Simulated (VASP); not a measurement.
All values below come from PBEsol GGA, VASP's PBE PAW potentials (set 64) (plane waves; VASP 6.6.1).

The input files of a VASP run:

File POSCAR:
```
Sr(211) slab
1
   10.2391840452     0.0000000000     0.0000000000
    0.0000000000     4.1801291232     0.0000000000
    0.0000000000     0.0000000000    24.2381234550
Sr
8
Direct
  0.8230547237   0.2500000000   0.3294495217
  0.1621036173   0.7500000000   0.3758816533
  0.5007370450   0.2500000000   0.4261608351
  0.8328700274   0.7500000000   0.4754553304
  0.1671299726   0.2500000000   0.5245446696
  0.4992629550   0.7500000000   0.5738391649
  0.8378963827   0.2500000000   0.6241183467
  0.1769452763   0.7500000000   0.6705504783
```

KPOINTS:
```
Automatic mesh
0
Gamma
3 7 1
0 0 0
```

INCAR:
```
SYSTEM = Sr(211) slab
PREC = Normal
ENCUT = 400
EDIFF = 1E-6
NELM = 100
ALGO = Normal
LREAL = .FALSE.
LASPH = .TRUE.
ISMEAR = 1
SIGMA = 0.1
GGA = PS
LMAXMIX = 4
LWAVE = .FALSE.
LCHARG = .FALSE.
NELMIN = 4
LDIPOL = .TRUE.
IDIPOL = 3
DIPOL = 0.5 0.5 0.5
LVHAR = .TRUE.
LORBIT = 11
```

POTCAR, in this order: Sr_sv (PBE.64 set). Program: vasp_std. Read from the step before: WAVECAR.

What VASP printed:

OSZICAR:
```
       N       E                     dE             d eps       ncg     rms          rms(c)
DAV:   1    -0.123110200772E+02   -0.12311E+02   -0.33202E-05  1056   0.127E-02    0.301E-02
DAV:   2    -0.123110123769E+02    0.77003E-05   -0.40861E-05   832   0.134E-02    0.168E-02
DAV:   3    -0.123110123565E+02    0.20360E-07   -0.38895E-06   704   0.457E-03    0.798E-03
DAV:   4    -0.123110124047E+02   -0.48162E-07   -0.25631E-07   576   0.186E-03
   1 F= -.12311012E+02 E0= -.12309959E+02  d E =-.315940E-02
```

File OUTCAR:
```
------------------------ aborting loop because EDIFF is reached ----------------------------------------
  FORCE on cell =-STRESS in cart. coord.  units (eV):
  Direction    XX          YY          ZZ          XY          YZ          ZX
  --------------------------------------------------------------------------------------
  Total       -0.2274396     -0.3370056      0.0147268      0.0000000      0.0000000      0.2185131
  in kB       -0.3512552     -0.5204675      0.0227439      0.0000000      0.0000000      0.3374691
  external PRESSURE =      -0.2829929 kB  Pullay stress =       0.0000000 kB
  volume of cell :     1037.42
      direct lattice vectors                 reciprocal lattice vectors
    10.239184045  0.000000000  0.000000000     0.097664032  0.000000000  0.000000000
     0.000000000  4.180129123  0.000000000     0.000000000  0.239227060  0.000000000
     0.000000000  0.000000000 24.238123455     0.000000000  0.000000000  0.041257319
 POSITION                                       TOTAL-FORCE (eV/Angst)
 -----------------------------------------------------------------------------------
      8.42741      1.04503      7.98524         0.002765     -0.000000     -0.002951
      1.65981      3.13510      9.11067        -0.022378     -0.000000     -0.011520
      5.12714      1.04503     10.32934        -0.023111      0.000000      0.003500
      8.52791      3.13510     11.52414        -0.019860      0.000000      0.003456
      1.71127      1.04503     12.71398         0.019860      0.000000     -0.003456
      5.11205      3.13510     13.90878         0.023111      0.000000     -0.003500
      8.57938      1.04503     15.12746         0.022378      0.000000      0.011520
      1.81178      3.13510     16.25289        -0.002765      0.000000      0.002951
 -----------------------------------------------------------------------------------
    total drift:                               -0.000000      0.000000     -0.000000
  FREE ENERGIE OF THE ION-ELECTRON SYSTEM (eV)
  ---------------------------------------------------
  free  energy   TOTEN  =       -12.3110124047 eV

  energy  without entropy=      -12.3078530054  energy(sigma->0) =      -12.30995927

 total charge

# of ion       s       p       d       tot
------------------------------------------
    1        2.081   5.662   0.114   7.858
    2        2.076   5.669   0.124   7.869
    3        2.070   5.675   0.137   7.882
    4        2.067   5.678   0.151   7.897
    5        2.067   5.678   0.151   7.897
    6        2.070   5.675   0.137   7.882
    7        2.076   5.669   0.124   7.869
    8        2.081   5.662   0.114   7.858
--------------------------------------------------
tot         16.589  45.368   1.053  63.010
```
(Selected blocks of OUTCAR.)

The cell is a thin slab with vacuum, built from Sr (fcc): (211) face.
